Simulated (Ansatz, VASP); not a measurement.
# Cross-check of SiPb between VASP and Ansatz, part 2 of 2

Aim: how closely do two programs agree when they are given the same cell, functional and k mesh? The cell is generated by rule, not measured, and may not be a known phase. The cell is taken from a series of runs on this material, whose earlier steps may have relaxed, scaled, displaced or heated it; both programs get it as it stands.

VASP 6.6.1 and Ansatz 0.2.0.

So far: Set-up; VASP: relaxation of cell and atoms, PBEsol, pair 1; Ansatz: relaxation of cell and atoms, PBEsol, pair 1; Comparison.

### Step 5. VASP: relaxation of cell and atoms, PBEsol, pair 2

Level of this step: PBEsol; plane waves and PAW (Pb_d, Si); invented cell (VASP).

The relaxed volume is the usual yardstick between codes: in a stiff, nearly cubic crystal its relative difference is about their pressure difference at one cell divided by the bulk modulus.

The input, INCAR:

```
SYSTEM = SiPb
PREC = Accurate
ENCUT = 500
EDIFF = 1E-07
NELM = 120
ISMEAR = 0
SIGMA = 0.1
LREAL = .FALSE.
ALGO = Normal
GGA = PS
NBANDS = 15
LORBIT = 11
LWAVE = .FALSE.
LCHARG = .FALSE.
ISIF = 3
IBRION = 2
NSW = 80
EDIFFG = -0.005
LASPH = .TRUE.
GGA_COMPAT = .FALSE.
NELMIN = 4
KPAR = 2
```

The input, POSCAR:

```
SiPb
1.0
    0.0000000000      3.0988800000      3.0988800000
    3.0988800000      0.0000000000      3.0988800000
    3.0988800000      3.0988800000      0.0000000000
Pb Si
1 1
Direct
    0.0000000000      0.0000000000      0.0000000000
    0.2500000000      0.2500000000      0.2500000000
```

The input, KPOINTS:

```
Automatic mesh
0
Gamma
12 12 12
0 0 0
```

PAW data sets: Pb_d and Si (PBE family, release 64).

Run with:

```bash
mpirun -np 2 vasp_std
```

Numbers of over 12 decimals in the logs are rounded to 6 here.

Log:

```text
[banner, memory and clock lines left out]
running    2 mpi-ranks, on    1 nodes
[...]
[... a notice as in an earlier step ...]

 LDA part: xc-table for (Slater+PW92), standard interpolation
 POSCAR, INCAR and KPOINTS ok, starting setup
[...]
entering main loop
       N       E                     dE             d eps       ncg     rms          rms(c)
DAV:   1     0.129327886518E+03    0.12933E+03   -0.81995E+03  2160   0.114E+03
DAV:   2    -0.142601660793E+01   -0.13075E+03   -0.12668E+03  2251   0.300E+02
DAV:   3    -0.876844716100E+01   -0.73424E+01   -0.73097E+01  2874   0.782E+01
DAV:   4    -0.895042812417E+01   -0.18198E+00   -0.18191E+00  2654   0.148E+01
[...]
DAV:  12    -0.882064267486E+01    0.61642E-07   -0.16892E-06  2909   0.112E-02    0.493E-03
DAV:  13    -0.882064290677E+01   -0.23192E-06   -0.89289E-07  2769   0.972E-03    0.869E-04
DAV:  14    -0.882064287435E+01    0.32427E-07   -0.59163E-08  1710   0.221E-03
   1 F= -.88206429E+01 E0= -.88200989E+01  d E =-.882064E+01
[...]
DAV:   8    -0.882093663166E+01    0.23693E-06   -0.47527E-08  1416   0.143E-03    0.361E-04
DAV:   9    -0.882093671464E+01   -0.82986E-07   -0.10432E-08  1276   0.124E-03
   2 F= -.88209367E+01 E0= -.88203798E+01  d E =-.293840E-03
 trial-energy change:   -0.000294  1 .order   -0.000287   -0.000758    0.000184
 step:   0.8116(harm=  0.8049)  dis= 0.00000  next Energy=    -8.820954 (dE=-0.311E-03)
[...]
N       E                     dE             d eps       ncg     rms          rms(c)
DAV:   1    -0.882130392171E+01   -0.36729E-03   -0.10013E-02  2727   0.183E+00    0.955E-02
DAV:   2    -0.882100291548E+01    0.30101E-03   -0.62140E-04  2657   0.481E-01    0.355E-02
DAV:   3    -0.882095584327E+01    0.47072E-04   -0.17216E-04  2685   0.229E-01    0.350E-03
DAV:   4    -0.882095444902E+01    0.13942E-05   -0.63249E-06  2893   0.209E-02    0.207E-03
DAV:   5    -0.882095377670E+01    0.67233E-06   -0.82695E-07  3172   0.142E-02    0.149E-03
DAV:   6    -0.882095349294E+01    0.28376E-06   -0.22381E-07  1689   0.803E-03    0.379E-04
DAV:   7    -0.882095356487E+01   -0.71936E-07   -0.19908E-08  1262   0.114E-03
   3 F= -.88209536E+01 E0= -.88203991E+01  d E =-.310691E-03
[...]
reached required accuracy - stopping structural energy minimisation
```

OUTCAR, selected parts (step 5):

```text
  Total        0.0000979      0.0000979      0.0000979      0.0000000      0.0000000     -0.0000000
  in kB        0.0026517      0.0026517      0.0026517      0.0000000      0.0000000     -0.0000000
  external PRESSURE =       0.0026517 kB  Pullay stress =       0.0000000 kB

 POSITION                                       TOTAL-FORCE (eV/Angst)
 -----------------------------------------------------------------------------------
      0.00000      0.00000     -0.00000        -0.000000     -0.000000     -0.000000
      1.54634      1.54634      1.54634         0.000000      0.000000      0.000000
 -----------------------------------------------------------------------------------
    total drift:                                0.000000      0.000000     -0.000000

  FREE ENERGIE OF THE ION-ELECTRON SYSTEM (eV)
  ---------------------------------------------------
  free  energy   TOTEN  =        -8.8209535649 eV

  energy  without entropy=       -8.8198447213  energy(sigma->0) =       -8.82039914

[... 2 parts as in an earlier step ...]

[... 2 further parts left out ...]
[key lines of the parts left out:]
E-fermi :   5.0581
```

### Step 6. Ansatz: relaxation of cell and atoms, PBEsol, pair 2

The same cell, functional, mesh and smearing now go to Ansatz, which takes its cutoff from its data sets.

The cell is taken from a series of runs on this material, whose earlier steps may have relaxed, scaled, displaced or heated it; both programs get it as it stands.

The input, input.yaml:

```yaml
crystal:
  lattice:
    - [0.0, 3.0988800455, 3.0988800455]
    - [3.0988800455, 0.0, 3.0988800455]
    - [3.0988800455, 3.0988800455, 0.0]
  atoms:
    - { symbol: Pb, position: [0.0, 0.0, 0.0] }
    - { symbol: Si, position: [0.25, 0.25, 0.25] }
kpoints:
  mp_grid: { grid: [12, 12, 12] }
hamiltonian:
  xc: pbesol
scf:
  occupations: { method: gaussian, width: 0.1 }
output:
  forces: true
  stress: true
  eigenvalues: true
relax:
  adjacent_minimum: "off"
  f_tol: 0.005
  max_steps: 80
  cell: { stress_tol: 0.05 }
```

Run with:

```bash
ansatz run input.yaml --threads 8 --pin off --max-ram 14336MiB --backend cpu --events-out ev --progress --plain --runs-dir out
```

Log:

```text
[...]
Crystal: 2 atoms, lattice volume = 59.517 Å³
Basis set: ecut = 420 eV, 1211 PW (Γ), exchange–correlation on 60×60×60 points (8 copies of the dense FFT grid, shifted against one another)
Bands: 13, of which v1, the nominal top of the filled ones, is band 9 counted from 1 (8 counted from 0)
Symmetry: 24 space group operations
[...]
k-points: 72 of 1728 (time reversal used)
[...]
k-point 71: bands = [... 5 lower, -1.7413, -0.3567, 3.8110, 3.9646, 9.9561, 10.9152, 11.1207, 11.5661]
--- Relaxed structure (3 steps of the walk, 3 accepted, 1 SCFs on fresh bases) ---
[...]
cell:  # Å, volume = 59.2209 Å³
    - [0, 3.093725, 3.093725]
    - [3.093725, 0, 3.093725]
    - [3.093725, 3.093725, 0]
  atoms:
    - { symbol: Pb, position: [0, 0, 0] }
    - { symbol: Si, position: [0.25, 0.25, 0.25] }
[key lines of the parts left out:]
SCF converged after 5 iterations
Free energy (F): -12375.508643 eV
Fermi energy:    7.050169 eV
P = ⅓ Tr σ = -0.0013 GPa (-0.013 kbar)
```

### Step 7. Comparison

Both answers:

```
                                         quantity  Ansatz   VASP  difference
                                      volume (Å³)   59.22  59.16     +0.10 %
edge a after relaxation, in the typed setting (Å)   4.375  4.374     +0.03 %
```

### Step 8. Results

```json
{
 "difference in volume (relaxation of cell and atoms, PBEsol, pair 1)": "0.14 %",
 "difference in volume (relaxation of cell and atoms, PBEsol, pair 2)": "0.10 %"
}
```

What this shows: The difference in volume is 0.14 % (relaxation of cell and atoms, PBEsol, pair 1), within the 1.2 % picked in this series as the mark of a large difference, as far as the stopping tolerances let one tell. 1 further run of this series is not shown here. How closely two codes agree says nothing of how well the functional describes the real material.

[Lines on the potential files, build, host, timing and source positions are cut from VASP's logs without a mark.]

[Logs are printed without paths, hosts, clocks, repeated set-up lines and the standing remarks that a program may print on its own settings, such as how far it seeks lower states.]

[Hosts, paths, dates, database ids (printed as entryN), source tags and the programs' standing remarks are cut or masked in the printed files.]
